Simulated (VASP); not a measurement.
Consider the following.

```
CELL_PARAMETERS angstrom
      0.00000     2.97141     2.97141
      2.97141     0.00000     2.97141
      2.97141     2.97141     0.00000
ATOMIC_POSITIONS crystal
  Sr 0.00000 0.00000 0.00000
```

Calculation: vdW-DF2, VASP's PBE PAW potentials (set 64) (plane waves; VASP). Settings: 520 eV cut-off, 8×8×8 Γ-centred mesh, Gaussian smearing of 0.050 eV, potentials Sr_sv.

### Question
What does the run give for the energy per atom (σ→0)?

### Answer

- energy per atom (σ→0) = 0.838 eV/atom

The compound is Sr in the fcc structure. This cell is one point of a volume scan, at 0.97 of the reference volume.
